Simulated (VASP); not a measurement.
Consider the following.

```
BeTi3
1.0
    4.01282     0.00000     0.00000
    0.00000     4.01282     0.00000
    0.00000     0.00000     4.01282
Ti Be
3 1
Direct
  0.00000   0.50000   0.50000
  0.50000   0.50000   0.00000
  0.50000   0.00000   0.50000
  0.00000   0.00000   0.00000
```

Computed with PBE GGA, VASP's PBE PAW potentials (set 64) (plane waves; VASP). Run with 300 eV cut-off, 6×6×6 Γ-centred mesh, Fermi-Dirac smearing of 0.10 eV, potentials Ti_sv Be.

At this cut-off the stress carries a Pulay error, which pulls relaxed volumes low. Energy and stress use the plane-wave basis of the starting cell.

The ions, cell shape and volume are relaxed. Which structure does the run end with?

```
BeTi3
1.0
    3.90720     0.00000     0.00000
    0.00000     3.90720     0.00000
    0.00000     0.00000     3.90720
Ti Be
3 1
Direct
  0.00000   0.50000   0.50000
  0.50000   0.50000   0.00000
  0.50000   0.00000   0.50000
  0.00000   0.00000   0.00000
```
Space group Pm-3m (221), at a tolerance of 0.03 Å.

How do energy and volume change from the first to the last step?

The energy (σ→0) changes by -32.5 meV/atom and the volume by -7.7 %, in 3 ionic steps.

| step | E(σ→0) (eV) | max force (eV/Å) | pressure (GPa) | volume (Å³) |
|---|---|---|---|---|
| 1 | -27.1379 | 0.000 | -7.50 | 64.62 |
| 2 | -27.2500 | 0.000 | 3.54 | 57.80 |
| 3 | -27.2678 | 0.000 | 0.05 | 59.65 |

The structure was generated: Ti3Be was put into an ordered model structure, which need not be its known phase. This run relaxes it. Symmetry was kept, so distortions that lower it aren't found. The run is one of a series of settings (EDIFFG = -0.01, IBRION = 2, ISIF = 3, NSW = 50 against the base run), some of them coarse on purpose.
